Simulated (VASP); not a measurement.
The cell holds one Mg (hcp) (0 0 0 1) slab, with vacuum along c, ions free to move until forces fall under 0.03 eV/Å, no reconstruction beyond this cell, dipole correction on.

Given:

```
Mg
1.0
    3.18532     0.00000     0.00000
   -1.59266     2.75857     0.00000
    0.00000     0.00000    24.87812
Mg
4
Direct
  0.66667   0.33333   0.33982
  0.66667   0.33333   0.55325
  0.33333   0.66667   0.44675
  0.33333   0.66667   0.66018
```

The numbers are results of r2SCAN meta-GGA, VASP's PBE PAW potentials (set 64) (plane waves; VASP), not measurements. Run with 400 eV cut-off, 10×10×1 Γ-centred mesh, first-order Methfessel-Paxton smearing of 0.10 eV, potentials Mg.

Slab and bulk use different k-meshes, so the surface energy is good to a few per cent at best.

surface energy: 37 meV/Å²
work function: 3.76 eV
band gap (on the k-mesh): none (metal, semimetal or under 0.01 eV)

The cell is a thin slab with vacuum, built from Mg (hcp): (001) face.
